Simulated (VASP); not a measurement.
# Ir: Ir into a neighbouring Ir vacancy, part 3 of 4

How hard is this move in Ir: Ir into a neighbouring Ir vacancy? Both ends are relaxed first, then a band of images between them.

VASP 6.6.1; PBEsol; plane waves and PAW (Ir).

So far. Step 2 (Relax the host): The run ended after 3 ionic steps, 0.001 eV below its first step, once forces and stress met EDIFFG = -0.02. Step 3 (Relax the start): The run ended after 7 ionic steps, 0.263 eV below its first step, once the forces on the free atoms met EDIFFG = -0.05.

**4. Relax the end**

The end state is relaxed in the same way, so that both ends share their errors.

INCAR reads:

```
SYSTEM = Ir
PREC = Normal
ENCUT = 280
EDIFF = 1E-05
NELM = 120
ISMEAR = 1
SIGMA = 0.15
LREAL = Auto
ALGO = Fast
GGA = PS
NBANDS = 162
LASPH = .TRUE.
LORBIT = 11
LWAVE = .FALSE.
LCHARG = .FALSE.
KPAR = 6
IBRION = 2
NSW = 60
ISIF = 2
EDIFFG = -0.05
POTIM = 0.4
MAXMIX = 40
ISYM = 0
```

POSCAR reads:

```
Ir
1.0
    7.6648194896      0.0000000000      0.0000000000
    0.0000000000      7.6648194896      0.0000000000
    0.0000000000      0.0000000000      7.6648194896
Ir
31
Direct
    0.4993245814      0.0027547754     -0.0058732088
    0.7496382033      0.0000861080      0.2462808023
    0.0008684187     -0.0016994034      0.0022503982
    0.2496722895      0.2517460378      0.0031803583
    0.5009991875      0.4977149595     -0.0039513485
    0.7545751478      0.7497096026     -0.0017966893
    0.2503764135     -0.0004994542      0.2522235155
    0.5000885296      0.2500358771      0.2481354297
    0.7512252555      0.4973023064      0.2517375215
    0.5039764472     -0.0039784004      0.4935648081
    0.7516096367      0.2566482918      0.4973882624
    0.7467365291      0.0015368110      0.7478062847
   -0.0013203846      0.4990916486      0.0013881660
    0.2489424347      0.7507250865     -0.0004606325
   -0.0022040209      0.2491654696      0.2475200990
    0.2500169997      0.4970674685      0.2471482841
    0.5038016859      0.7498612251      0.2498593521
    0.0013347644     -0.0010981524      0.4994036771
    0.2511093509      0.2507369145      0.4969750188
    0.5021744611      0.4984593637      0.4972443475
    0.7476503685      0.7489809405      0.5042461542
    0.2469326456      0.0004176899      0.7444217229
    0.4999959114      0.2523472605      0.7493824686
    0.7483578089      0.5006040875      0.7518269230
    0.0017316978      0.7551468240      0.2505457858
   -0.0015457901      0.4996712794      0.4998108278
    0.2502837311      0.7499216477      0.5004539336
   -0.0043597897      0.2521647710      0.7485003188
    0.2469388485      0.5016640996      0.7534373308
    0.5012864703      0.7504205169      0.7475675349
    0.0074928505      0.7522968802      0.7470272107
```

KPOINTS reads:

```
Automatic mesh
0
Monkhorst-Pack
3 3 3
0 0 0
```

PAW data sets: Ir (PBE family, release 64).

Run with:

```console
$ mpirun -np 6 vasp_std
```

What it wrote:

```text
[... set-up lines as in an earlier step ...]
 entering main loop
       N       E                     dE             d eps       ncg     rms          rms(c)
DAV:   1     0.209924797258E+04    0.20992E+04   -0.84115E+04  4536   0.105E+03
DAV:   2    -0.134538966293E+03   -0.22338E+04   -0.21717E+04  4540   0.443E+02
DAV:   3    -0.308917148372E+03   -0.17438E+03   -0.16033E+03  6430   0.103E+02
DAV:   4    -0.322062617814E+03   -0.13145E+02   -0.12702E+02  6432   0.281E+01
DAV:   5    -0.322611060096E+03   -0.54844E+00   -0.53619E+00  6480   0.434E+00    0.841E+01
RMM:   6    -0.305240952012E+03    0.17370E+02   -0.29292E+01  4536   0.218E+01    0.329E+01
RMM:   7    -0.303085518301E+03    0.21554E+01   -0.28202E+01  4605   0.142E+01    0.113E+01
RMM:   8    -0.302886046833E+03    0.19947E+00   -0.88341E+00  5117   0.829E+00    0.814E+00
RMM:   9    -0.302988744002E+03   -0.10270E+00   -0.22207E+00  5795   0.266E+00    0.513E+00
RMM:  10    -0.302889986140E+03    0.98758E-01   -0.55003E-01  4679   0.274E+00    0.460E+00
RMM:  11    -0.302821634629E+03    0.68352E-01   -0.43044E-01  4586   0.226E+00    0.353E+00
RMM:  12    -0.302820621261E+03    0.10134E-02   -0.14349E-01  5338   0.882E-01    0.200E+00
RMM:  13    -0.302820182416E+03    0.43884E-03   -0.47440E-02  6404   0.323E-01    0.163E+00
RMM:  14    -0.302819128889E+03    0.10535E-02   -0.86717E-03  5872   0.142E-01    0.135E+00
RMM:  15    -0.302815918912E+03    0.32100E-02   -0.11499E-02  5591   0.316E-01    0.441E-01
RMM:  16    -0.302815955534E+03   -0.36622E-04   -0.40024E-03  5528   0.117E-01    0.175E-01
RMM:  17    -0.302816007057E+03   -0.51523E-04   -0.97324E-04  6301   0.514E-02    0.156E-01
RMM:  18    -0.302815994971E+03    0.12086E-04   -0.17056E-04  4851   0.188E-02    0.139E-01
RMM:  19    -0.302815932738E+03    0.62233E-04   -0.10431E-04  4829   0.236E-02    0.718E-02
RMM:  20    -0.302815896885E+03    0.35852E-04   -0.19330E-04  5256   0.264E-02    0.265E-02
RMM:  21    -0.302815897172E+03   -0.28704E-06   -0.24990E-05  2825   0.130E-02
   1 F= -.30281590E+03 E0= -.30281889E+03  d E =-.302816E+03
 curvature:   0.00 expect dE= 0.000E+00 dE for cont linesearch  0.000E+00
 trial: gam= 0.00000 g(F)=  0.494E+00 g(S)=  0.000E+00 ort = 0.000E+00 (trialstep = 0.100E+01)
 search vector abs. value=  0.494E+00
 bond charge predicted
       N       E                     dE             d eps       ncg     rms          rms(c)
DAV:   1    -0.302943401700E+03   -0.12750E+00   -0.81392E+01  4556   0.188E+01    0.126E+00
RMM:   2    -0.303050162850E+03   -0.10676E+00   -0.12026E+00  4537   0.470E+00    0.141E+00
RMM:   3    -0.303082679360E+03   -0.32517E-01   -0.43712E-01  5685   0.172E+00    0.110E+00
RMM:   4    -0.303087643804E+03   -0.49644E-02   -0.10786E-01  6200   0.648E-01    0.919E-01
RMM:   5    -0.303084813114E+03    0.28307E-02   -0.17684E-02  5713   0.204E-01    0.851E-01
RMM:   6    -0.303082076310E+03    0.27368E-02   -0.43574E-02  6574   0.471E-01    0.712E-01
RMM:   7    -0.303085495147E+03   -0.34188E-02   -0.14014E-02  5214   0.307E-01    0.445E-01
RMM:   8    -0.303082996150E+03    0.24990E-02   -0.36012E-03  4777   0.213E-01    0.293E-01
RMM:   9    -0.303080992646E+03    0.20035E-02   -0.36085E-03  4796   0.132E-01    0.202E-01
RMM:  10    -0.303079956358E+03    0.10363E-02   -0.40938E-03  4827   0.135E-01    0.119E-01
RMM:  11    -0.303079976924E+03   -0.20566E-04   -0.12277E-03  5657   0.753E-02    0.104E-01
RMM:  12    -0.303079984749E+03   -0.78256E-05   -0.28096E-04  5832   0.328E-02    0.878E-02
RMM:  13    -0.303079955873E+03    0.28876E-04   -0.10597E-04  4673   0.238E-02    0.585E-02
RMM:  14    -0.303079948898E+03    0.69753E-05   -0.16355E-04  4716   0.285E-02    0.343E-02
RMM:  15    -0.303079954144E+03   -0.52462E-05   -0.61482E-05  4189   0.201E-02
   2 F= -.30307995E+03 E0= -.30308194E+03  d E =-.264057E+00
[...]
3 F= -.30308157E+03 E0= -.30308351E+03  d E =-.265669E+00
[...]
4 F= -.30310491E+03 E0= -.30310680E+03  d E =-.233484E-01
[...]
5 F= -.30310840E+03 E0= -.30311028E+03  d E =-.268383E-01
[...]
6 F= -.30310844E+03 E0= -.30311032E+03  d E =-.268724E-01
 curvature:  -0.88 expect dE=-0.379E-02 dE for cont linesearch -0.829E-05
 trial: gam= 0.14308 g(F)=  0.433E-02 g(S)=  0.000E+00 ort =-0.584E-03 (trialstep = 0.113E+01)
 search vector abs. value=  0.490E-02
 bond charge predicted
       N       E                     dE             d eps       ncg     rms          rms(c)
DAV:   1    -0.303110180710E+03   -0.17491E-02   -0.99661E-01  4600   0.206E+00    0.926E-02
RMM:   2    -0.303111210681E+03   -0.10300E-02   -0.10897E-02  4538   0.435E-01    0.100E-01
RMM:   3    -0.303111548084E+03   -0.33740E-03   -0.39071E-03  5339   0.156E-01    0.791E-02
RMM:   4    -0.303111609332E+03   -0.61249E-04   -0.10212E-03  6688   0.680E-02    0.824E-02
RMM:   5    -0.303111602691E+03    0.66419E-05   -0.10878E-04  3979   0.124E-02    0.798E-02
RMM:   6    -0.303111557976E+03    0.44714E-04   -0.39065E-04  5970   0.432E-02    0.655E-02
RMM:   7    -0.303111567886E+03   -0.99103E-05   -0.29512E-04  5377   0.374E-02    0.471E-02
RMM:   8    -0.303111551192E+03    0.16694E-04   -0.18000E-05  2556   0.131E-02    0.410E-02
RMM:   9    -0.303111540377E+03    0.10815E-04   -0.10045E-05  2516   0.961E-03    0.347E-02
RMM:  10    -0.303111526849E+03    0.13528E-04   -0.55101E-05  4275   0.156E-02    0.259E-02
RMM:  11    -0.303111527354E+03   -0.50488E-06   -0.22483E-05  2508   0.133E-02
   7 F= -.30311153E+03 E0= -.30311343E+03  d E =-.308852E-02
 trial-energy change:   -0.003089  1 .order   -0.002998   -0.004802   -0.001194
 step:   1.4468(harm=  1.5070)  dis= 0.00492  next Energy=  -303.111695 (dE=-0.326E-02)
 reached required accuracy - stopping structural energy minimisation
```

It took 10 min on 6 MPI ranks of Intel Xeon Platinum 8375C at 2.90GHz (Ice Lake), shared host; peak memory 2.3 GiB.

OUTCAR, selected parts (step 4):

```text
 Found     14 irreducible k-points:

   NELECT =     279.0000    total number of electrons

 E-fermi :   9.7521

 k-point     1 :       0.0000    0.0000    0.0000
  band No.  band energies     occupation
    ...
    139       9.2915      2.00013
    140       9.5921      2.06141
    141       9.6914      1.62602
    142       9.6920      1.62087
    143       9.6926      1.61575
    144      10.0710     -0.01041
    145      10.0718     -0.01022
    146      10.0736     -0.00977
    147      10.4112     -0.00000
    148      10.4114     -0.00000
    ...

 k-point     2 :       0.3333    0.0000    0.0000
  band No.  band energies     occupation
    ...
    138       9.3733      2.00207
    139       9.3742      2.00213
    140       9.4861      2.03099
    141       9.7541      0.97749
    142       9.7591      0.92072
    143       9.9267     -0.06969
    144       9.9271     -0.06980
    145      10.0965     -0.00548
    146      10.1098     -0.00381
    147      10.2031     -0.00018
    ...

  Total      -13.6474690    -13.6472318    -13.6707052      0.0010580      0.0185443      0.0651423
  in kB      -48.5575655    -48.5567216    -48.6402396      0.0037645      0.0659804      0.2317756
  external PRESSURE =     -48.5848422 kB  Pullay stress =       0.0000000 kB

 POSITION                                       TOTAL-FORCE (eV/Angst)
 -----------------------------------------------------------------------------------
      3.84176      0.01010      7.65615         0.002036      0.001571     -0.004703
      5.75161      0.01057      1.89851        -0.011226     -0.006027      0.013405
      7.66064      0.01006      7.65684        -0.018567     -0.004684      0.001435
      1.91729      1.91815      7.65608         0.009590      0.004675      0.005393
      3.84303      3.82481      7.65652        -0.002340      0.018627     -0.000599
      5.75038      5.75206      7.65587         0.005336     -0.020319      0.014777
      1.91942      0.00167      1.90704        -0.008077      0.013326      0.008184
      3.84308      1.91849      1.89822        -0.009262     -0.003533      0.022611
      5.75118      3.82702      1.90227        -0.001442      0.001550     -0.019290
      3.83563      0.00228      3.82328        -0.004831      0.002789     -0.001257
      5.74918      1.91770      3.82349         0.020163      0.011154      0.011688
      5.75013      0.01058      5.74934        -0.001122      0.000782     -0.010933
      7.65775      3.82771      7.65885         0.005814     -0.010585     -0.017389
      1.91833      5.75050      7.65671         0.005589      0.000862      0.004209
      7.65901      1.91825      1.90066        -0.004096      0.002868     -0.005223
      1.91844      3.83355      1.90787         0.001197      0.009225     -0.002241
      3.83646      5.74970      1.90660        -0.014393      0.008930      0.007716
      0.00088      0.00335      3.82420         0.002103     -0.005851      0.006660
      1.91575      1.91862      3.82284         0.030463     -0.003032      0.018632
      3.83457      3.83443      3.82502        -0.005058     -0.004026     -0.015676
      5.75127      5.75062      3.82412        -0.002014      0.005294      0.009995
      1.91830      0.00321      5.73896        -0.007460      0.001553      0.019696
      3.83988      1.91841      5.74505         0.014939     -0.002619      0.030651
      5.74975      3.82645      5.74854         0.005965      0.003229      0.003791
      0.00300      5.75077      1.90927        -0.017868      0.002073     -0.015360
      0.00249      3.83391      3.82671        -0.013874      0.006079     -0.023781
      1.91943      5.75180      3.82457        -0.014847     -0.018037     -0.004895
      7.65589      1.91920      5.75138         0.020432     -0.010983     -0.026845
      1.91735      3.83442      5.74238         0.002960     -0.003436     -0.013181
      3.83413      5.75065      5.74083         0.011550      0.003401      0.003051
      0.00159      5.75156      5.74235        -0.001663     -0.004855     -0.020518
 -----------------------------------------------------------------------------------
    total drift:                                0.011135      0.012052     -0.048899

  FREE ENERGIE OF THE ION-ELECTRON SYSTEM (eV)
  ---------------------------------------------------
  free  energy   TOTEN  =      -303.1115273540 eV

  energy  without entropy=     -303.1172229974  energy(sigma->0) =     -303.11342590

 total charge
# of ion       s       p       d       tot
------------------------------------------
    1        0.673   0.707   6.931   8.311
    2        0.673   0.707   6.931   8.311
    3        0.673   0.708   6.931   8.312
    4        0.679   0.756   6.950   8.384
    5        0.673   0.707   6.930   8.310
    6        0.679   0.755   6.950   8.384
    7        0.674   0.740   6.971   8.385
    8        0.673   0.707   6.930   8.310
    9        0.673   0.708   6.930   8.311
   10        0.674   0.739   6.971   8.385
   11        0.679   0.756   6.950   8.384
   12        0.673   0.707   6.931   8.310
   13        0.673   0.707   6.931   8.311
   14        0.670   0.747   6.914   8.331
   15        0.673   0.708   6.931   8.311
   16        0.674   0.739   6.971   8.385
   17        0.674   0.739   6.971   8.385
   18        0.674   0.739   6.971   8.385
   19        0.670   0.747   6.914   8.331
   20        0.674   0.740   6.971   8.385
   21        0.670   0.746   6.914   8.330
   22        0.674   0.740   6.971   8.385
   23        0.673   0.708   6.931   8.312
   24        0.673   0.707   6.930   8.311
   25        0.674   0.739   6.971   8.385
   26        0.674   0.739   6.971   8.385
   27        0.675   0.750   6.966   8.391
   28        0.673   0.707   6.930   8.310
   29        0.674   0.739   6.971   8.385
   30        0.674   0.740   6.971   8.385
   31        0.674   0.739   6.971   8.385
--------------------------------------------------
tot         20.888  22.618 215.377 258.883

[... 6 parts as in an earlier step ...]

[... 6 further parts left out ...]
```

Step by step:

| step | energy less that of the first step (eV) | largest force (eV/Å) |
| --- | --- | --- |
| 1 | 0.0000 | 1.1813 |
| 2 | -0.2641 | 0.2878 |
| 3 | -0.2657 | 0.2889 |
| 4 | -0.2890 | 0.1396 |
| 5 | -0.2925 | 0.1060 |
| 6 | -0.2925 | 0.1003 |
| 7 | -0.2956 | 0.0358 |

The atoms that moved most (Å):

| atom | dx | dy | dz | length |
| --- | --- | --- | --- | --- |
| Ir31 | -0.056 | -0.015 | 0.017 | 0.060 |
| Ir10 | -0.027 | 0.033 | 0.040 | 0.059 |
| Ir11 | -0.012 | -0.049 | 0.011 | 0.052 |
| Ir21 | 0.021 | 0.010 | -0.041 | 0.047 |
| Ir29 | 0.025 | -0.011 | -0.033 | 0.042 |
| Ir22 | 0.026 | 0.000 | 0.033 | 0.042 |
| Ir1 | 0.015 | -0.011 | 0.036 | 0.041 |
| Ir25 | -0.010 | -0.037 | -0.011 | 0.040 |

The relaxed structure:

```xyz
31
Lattice="7.6648 0.0000 0.0000 0.0000 7.6648 0.0000 0.0000 0.0000 7.6648" Properties=species:S:1:pos:R:3 pbc="T T T"
Ir    3.8418    0.0101   -0.0087
Ir    5.7516    0.0106    1.8985
Ir   -0.0042    0.0101   -0.0080
Ir    1.9173    1.9182   -0.0087
Ir    3.8430    3.8248   -0.0083
Ir    5.7504    5.7521   -0.0090
Ir    1.9194    0.0017    1.9070
Ir    3.8431    1.9185    1.8982
Ir    5.7512    3.8270    1.9023
Ir    3.8356    0.0023    3.8233
Ir    5.7492    1.9177    3.8235
Ir    5.7501    0.0106    5.7493
Ir   -0.0071    3.8277   -0.0060
Ir    1.9183    5.7505   -0.0081
Ir   -0.0058    1.9183    1.9007
Ir    1.9184    3.8336    1.9079
Ir    3.8365    5.7497    1.9066
Ir    0.0009    0.0034    3.8242
Ir    1.9157    1.9186    3.8228
Ir    3.8346    3.8344    3.8250
Ir    5.7513    5.7506    3.8241
Ir    1.9183    0.0032    5.7390
Ir    3.8399    1.9184    5.7450
Ir    5.7498    3.8264    5.7485
Ir    0.0030    5.7508    1.9093
Ir    0.0025    3.8339    3.8267
Ir    1.9194    5.7518    3.8246
Ir   -0.0089    1.9192    5.7514
Ir    1.9174    3.8344    5.7424
Ir    3.8341    5.7507    5.7408
Ir    0.0016    5.7516    5.7423
```

This step gave:

```
electronic cycles       : 72
free energy (TOTEN)     : -303.1115 eV
energy at zero smearing : -303.1134 eV
```

The run ended after 7 ionic steps, 0.296 eV below its first step, once the forces on the free atoms met EDIFFG = -0.05.

(Continued in part 4 of 4.)

[Lines on the potential files, build, host, timing and source positions are cut from VASP's logs without a mark.]

[Logs are printed without paths, hosts, clocks, repeated set-up lines and the standing remarks that a program may print on its own settings, such as how far it seeks lower states.]

[Hosts, paths, dates, database ids (printed as entryN), source tags and the programs' standing remarks are cut or masked in the printed files.]

[Runs that stopped without an error message from VASP are left out.]
